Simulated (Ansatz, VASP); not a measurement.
## TiO2 (Anatase): VASP beside Ansatz

One calculation is typed for both programs; each brings its own data sets. How far apart do they land? The cell is taken from a series of runs on this material, whose earlier steps may have relaxed, scaled, displaced or heated it; both programs get it as it stands.

Program: Ansatz 0.2.0. Level of theory: plane waves, with VASP 6.6.1 beside it; relaxation of cell and atoms at PBE with D3(BJ). Results are calculated unless marked as measured.

## Step 1: Set-up

Symmetry: I4_1/amd, No. 141, tetragonal system. The conventional cell has a = 3.787 Å, b = 3.787 Å, c = 9.571 Å, α = 90.00°, β = 90.00°, γ = 90.00°. Ti has 6 O at 1.94 to 1.99 Å nearest. O has 3 Ti at 1.94 to 1.99 Å nearest. Farther neighbours and most contacts between anions are not listed.

Structure file:

```xyz
6
Lattice="-1.8937 1.8937 4.7857 1.8937 -1.8937 4.7857 1.8937 1.8937 -4.7857" Properties=species:S:1:pos:R:3 pbc="T T T"
Ti    1.8937    1.8937    4.7857
Ti    0.0000    1.8937    2.3928
O     1.8937    1.8937   -2.7938
O     0.0000    1.8937    4.3847
O     0.0000    1.8937    0.4010
O     1.8937    1.8937    2.7938
```

## Step 2: VASP: relaxation of cell and atoms, PBE with D3(BJ)

The relaxed volume is the usual yardstick between codes: in a stiff, nearly cubic crystal its relative difference is about their pressure difference at one cell divided by the bulk modulus.

Lines of VASP's logs that name or quote its potential files are left out, and so is its time.

INCAR reads:

```
SYSTEM = TiO2
PREC = Accurate
ENCUT = 600
EDIFF = 1E-07
NELM = 120
ISMEAR = 0
SIGMA = 0.01
LREAL = .FALSE.
ALGO = Normal
GGA = PE
IVDW = 12
NBANDS = 30
LASPH = .TRUE.
LORBIT = 11
LWAVE = .FALSE.
LCHARG = .FALSE.
ISIF = 3
IBRION = 2
NSW = 80
EDIFFG = -0.005
GGA_COMPAT = .FALSE.
NELMIN = 4
EFERMI = MIDGAP
KPAR = 2
```

POSCAR reads:

```
TiO2
1.0
   -1.8936850000      1.8936850000      4.7856730000
    1.8936850000     -1.8936850000      4.7856730000
    1.8936850000      1.8936850000     -4.7856730000
Ti O
2 4
Direct
    0.9999999217      0.9999999739      0.9999999478
    0.7499999217      0.2499999739      0.4999999478
    0.2081032804      0.2081033326      0.9999999478
    0.9581032804      0.4581033326      0.4999999478
    0.5418965630      0.0418966152      0.4999999478
    0.7918965630      0.7918966152      0.9999999478
```

KPOINTS reads:

```
Automatic mesh
0
Gamma
10 10 10
0 0 0
```

The projector-augmented-wave data sets are Ti_sv and O (PBE family, release 64).

On the command line:

```console
$ mpirun -np 2 vasp_std
```

Numbers of over 12 decimals in the logs are rounded to 6 here.

Output:

```text
[banner, memory and clock lines left out]
running    2 mpi-ranks, on    1 nodes
 distrk:  each k-point on    1 cores,    2 groups
 distr:  one band on    1 cores,    1 groups

 POSCAR found type information on POSCAR TiO
 POSCAR found :  2 types and       6 ions
 LDA part: xc-table for (Slater+PW92), standard interpolation
 POSCAR, INCAR and KPOINTS ok, starting setup
 FFT: planning ... GRIDC
 FFT: planning ... GRID_SOFT
 FFT: planning ... GRID
 WAVECAR not read
 entering main loop
       N       E                     dE             d eps       ncg     rms          rms(c)
DAV:   1     0.713529385558E+03    0.71353E+03   -0.26830E+04  6120   0.205E+03
DAV:   2     0.524704424380E+02   -0.66106E+03   -0.62936E+03  6546   0.578E+02
DAV:   3    -0.655306027046E+02   -0.11800E+03   -0.11548E+03  8926   0.216E+02
DAV:   4    -0.708991084080E+02   -0.53685E+01   -0.53613E+01  8936   0.480E+01
DAV:   5    -0.711118900955E+02   -0.21278E+00   -0.21272E+00  8446   0.772E+00    0.320E+01
DAV:   6    -0.543084816102E+02    0.16803E+02   -0.10497E+02  8052   0.976E+01    0.117E+01
DAV:   7    -0.540225916027E+02    0.28589E+00   -0.15554E+01  7870   0.324E+01    0.846E+00
DAV:   8    -0.539127163124E+02    0.10988E+00   -0.27302E+00  7392   0.165E+01    0.322E+00
DAV:   9    -0.538507296938E+02    0.61987E-01   -0.57883E-01  8898   0.662E+00    0.110E+00
DAV:  10    -0.538562296537E+02   -0.55000E-02   -0.81133E-02  7084   0.239E+00    0.479E-01
DAV:  11    -0.538525680147E+02    0.36616E-02   -0.25386E-02  7888   0.101E+00    0.109E-01
DAV:  12    -0.538526258781E+02   -0.57863E-04   -0.23726E-03  6642   0.467E-01    0.802E-02
DAV:  13    -0.538525796036E+02    0.46275E-04   -0.18578E-04  7184   0.149E-01    0.238E-02
DAV:  14    -0.538525863075E+02   -0.67040E-05   -0.82650E-05  8456   0.758E-02    0.161E-02
DAV:  15    -0.538525845725E+02    0.17350E-05   -0.21447E-05  7676   0.423E-02    0.372E-03
DAV:  16    -0.538525846097E+02   -0.37170E-07   -0.10949E-06  7460   0.106E-02    0.246E-03
DAV:  17    -0.538525845796E+02    0.30052E-07   -0.36140E-07  5584   0.592E-03
   1 F= -.55197085E+02 E0= -.55197085E+02  d E =-.551971E+02
 curvature:   0.00 expect dE= 0.000E+00 dE for cont linesearch  0.000E+00
 trial: gam= 0.00000 g(F)=  0.686E-04 g(S)=  0.995E-03 ort = 0.000E+00 (trialstep = 0.100E+01)
 search vector abs. value=  0.106E-02
 bond charge predicted
       N       E                     dE             d eps       ncg     rms          rms(c)
DAV:   1    -0.538670152088E+02   -0.14431E-01   -0.25718E-01  7640   0.529E+00    0.797E-01
DAV:   2    -0.538606686342E+02    0.63466E-02   -0.26649E-02  6944   0.154E+00    0.335E-01
DAV:   3    -0.538593475291E+02    0.13211E-02   -0.11054E-02  6310   0.648E-01    0.853E-02
DAV:   4    -0.538593679899E+02   -0.20461E-04   -0.19301E-03  7904   0.233E-01    0.716E-02
DAV:   5    -0.538594122601E+02   -0.44270E-04   -0.12873E-04  7636   0.108E-01    0.401E-02
DAV:   6    -0.538595001261E+02   -0.87866E-04   -0.17110E-04  9802   0.538E-02    0.242E-02
DAV:   7    -0.538595099410E+02   -0.98149E-05   -0.15613E-05  8014   0.267E-02    0.119E-02
DAV:   8    -0.538595115315E+02   -0.15904E-05   -0.48116E-06  8220   0.176E-02    0.182E-03
DAV:   9    -0.538595114548E+02    0.76703E-07   -0.10865E-06  8162   0.593E-03    0.117E-03
DAV:  10    -0.538595114439E+02    0.10908E-07   -0.83982E-08  3500   0.185E-03
   2 F= -.55196918E+02 E0= -.55196918E+02  d E =0.167057E-03
 trial-energy change:    0.000167  1 .order    0.000160   -0.001064    0.001384
 step:   0.4304(harm=  0.4346)  dis= 0.00039  next Energy=   -55.197313 (dE=-0.228E-03)
 bond charge predicted
       N       E                     dE             d eps       ncg     rms          rms(c)
DAV:   1    -0.538583049698E+02    0.12065E-02   -0.83484E-02  7648   0.301E+00    0.454E-01
DAV:   2    -0.538562253978E+02    0.20796E-02   -0.85819E-03  6928   0.870E-01    0.191E-01
DAV:   3    -0.538557977069E+02    0.42769E-03   -0.35657E-03  6464   0.372E-01    0.465E-02
DAV:   4    -0.538558141610E+02   -0.16454E-04   -0.60891E-04  7796   0.126E-01    0.405E-02
DAV:   5    -0.538558309005E+02   -0.16739E-04   -0.38627E-05  7494   0.595E-02    0.228E-02
DAV:   6    -0.538558653804E+02   -0.34480E-04   -0.56440E-05  9890   0.313E-02    0.133E-02
DAV:   7    -0.538558697288E+02   -0.43484E-05   -0.46767E-06  7800   0.149E-02    0.652E-03
DAV:   8    -0.538558711270E+02   -0.13982E-05   -0.16028E-06  8426   0.978E-03    0.122E-03
DAV:   9    -0.538558715060E+02   -0.37897E-06   -0.32588E-07  5580   0.352E-03    0.762E-04
DAV:  10    -0.538558715168E+02   -0.10760E-07   -0.39026E-08  3060   0.118E-03
   3 F= -.55197313E+02 E0= -.55197313E+02  d E =-.228135E-03
 curvature:  -0.22 expect dE=-0.289E-06 dE for cont linesearch -0.206E-09
 trial: gam= 0.00220 g(F)=  0.251E-09 g(S)=  0.133E-05 ort =-0.100E-05 (trialstep = 0.886E+00)
 search vector abs. value=  0.133E-05
 reached required accuracy - stopping structural energy minimisation
```

OUTCAR, selected parts (step 2):

```text
ion  position               nearest neighbor table
   1  1.000  1.000  1.000-   4 1.94   5 1.94   5 1.94   4 1.94   3 1.99   6 1.99
   2  0.750  0.250  0.500-   3 1.94   6 1.94   6 1.94   3 1.94   4 1.99   5 1.99
   3  0.208  0.208  1.000-   2 1.94   2 1.94   1 1.99
   4  0.958  0.458  0.500-   1 1.94   1 1.94   2 1.99
   5  0.542  0.042  0.500-   1 1.94   1 1.94   2 1.99
   6  0.792  0.792  1.000-   2 1.94   2 1.94   1 1.99

  LATTYP: Found a body centered tetragonal cell.
 ALAT       =     3.7873700000
 C/A-ratio  =     2.5271747941

 Subroutine GETGRP returns: Found 16 space group operations
 (whereof  8 operations were pure point group operations)

The static configuration has the point symmetry D_2d.
 The point group associated with its full space group is D_4h.

 Found    102 irreducible k-points:

   k-points           NKPTS =    102   k-points in BZ     NKDIM =    102   number of bands    NBANDS=     30

   dimension x,y,z NGX =    48 NGY =   48 NGZ =   48
   dimension x,y,z NGXF=    96 NGYF=   96 NGZF=   96

   ENCUT  =  600.0 eV  44.10 Ry    6.64 a.u.  10.95 10.95 10.95*2*pi/ulx,y,z

   NELECT =      48.0000    total number of electrons

 k-points in reciprocal lattice and weights: Automatic mesh
   0.00000000  0.00000000  0.00000000       0.001
   0.10000000  0.00000000 -0.00000000       0.008
   0.20000000  0.00000000 -0.00000000       0.008
   0.30000000 -0.00000000  0.00000000       0.008
   0.40000000  0.00000000 -0.00000000       0.008
   0.50000000  0.00000000 -0.00000000       0.004
   0.10000000  0.10000000 -0.00000000       0.008
   0.20000000  0.10000000  0.00000000       0.016
   0.30000000  0.10000000  0.00000000       0.016
[...]
-0.40000000 -0.40000000  0.40000000       0.002
   0.50000000  0.50000000  0.50000000       0.001

 Edisp (eV)   -1.33741

 average (electrostatic) potential at core
       1 -77.2482       2 -77.2482       3 -70.3953       4 -70.3953       5 -70.3953
       6 -70.3953

 E-fermi :   4.3607

 k-point     1 :       0.0000    0.0000    0.0000
  band No.  band energies     occupation
    ...
     20       2.5303      2.00000
     21       2.5303      2.00000
     22       2.5333      2.00000
     23       2.8549      2.00000
     24       2.8549      2.00000
     25       5.4074      0.00000
     26       6.1195      0.00000
     27       7.2479      0.00000
     28       7.2479      0.00000
     29       7.2765      0.00000
    ...

 k-point     2 :       0.1000    0.0000   -0.0000
  band No.  band energies     occupation
    ...
     20       2.2981      2.00000
     21       2.4813      2.00000
     22       2.5389      2.00000
     23       2.6944      2.00000
     24       2.8713      2.00000
     25       5.6427      0.00000
     26       6.1586      0.00000
     27       6.9600      0.00000
     28       7.0900      0.00000
     29       7.2159      0.00000
    ...

 k-point     3 :       0.2000    0.0000   -0.0000
  band No.  band energies     occupation
    ...
     20       1.8321      2.00000
     21       2.1851      2.00000
     22       2.5391      2.00000
     23       2.5445      2.00000
     24       2.8431      2.00000
     25       6.1110      0.00000
     26       6.3083      0.00000
     27       6.6363      0.00000
     28       6.8893      0.00000
     29       7.1640      0.00000
    ...

 Edisp (eV)   -1.34144

  Total       0.00555     0.00555    -0.01019     0.00000    -0.00000     0.00000
  in kB       0.12938     0.12938    -0.23734     0.00000    -0.00000     0.00000
  external pressure =        0.01 kB  Pullay stress =        0.00 kB

  energy-cutoff  :      600.00
  volume of cell :       68.79
      direct lattice vectors                 reciprocal lattice vectors
    -1.894944362  1.894944362  4.789372246     0.000000000  0.263859990  0.104397815
     1.894944362 -1.894944362  4.789372246     0.263859990  0.000000000  0.104397815
     1.894944362  1.894944362 -4.789372246     0.263859990  0.263859990  0.000000000

 POSITION                                       TOTAL-FORCE (eV/Angst)
 -----------------------------------------------------------------------------------
      1.89494      1.89494      4.78937        -0.000000      0.000000      0.000000
      0.00000      1.89494      2.39469         0.000000     -0.000000     -0.000000
      1.89494      1.89494     -2.79561         0.000000      0.000000      0.000036
     -0.00000      1.89494      4.38845         0.000000      0.000000      0.000036
      0.00000      1.89494      0.40092         0.000000     -0.000000     -0.000036
      1.89494      1.89494      2.79561        -0.000000     -0.000000     -0.000036
 -----------------------------------------------------------------------------------
    total drift:                               -0.000027      0.000645      0.001043

  FREE ENERGIE OF THE ION-ELECTRON SYSTEM (eV)
  ---------------------------------------------------
  free  energy   TOTEN  =       -55.1973129704 eV

  energy  without entropy=      -55.1973129704  energy(sigma->0) =      -55.19731297

 reached required accuracy - stopping structural energy minimisation

 total charge
# of ion       s       p       d       tot
------------------------------------------
    1        2.223   6.294   1.742  10.258
    2        2.223   6.294   1.742  10.258
    3        1.569   3.503   0.000   5.072
    4        1.569   3.503   0.000   5.072
    5        1.569   3.503   0.000   5.072
    6        1.569   3.503   0.000   5.072
--------------------------------------------------
tot         10.720  26.602   3.483  40.805

[... 3 further parts left out ...]
```

This run has no spin polarisation, so a moment on Ti, if there is one, isn't seen.

(Continued in part 2 of 2.)

[Lines on the potential files, build, host, timing and source positions are cut from VASP's logs without a mark.]

[Logs are printed without paths, hosts, clocks, repeated set-up lines and the standing remarks that a program may print on its own settings, such as how far it seeks lower states.]

[Hosts, paths, dates, database ids (printed as entryN), source tags and the programs' standing remarks are cut or masked in the printed files.]
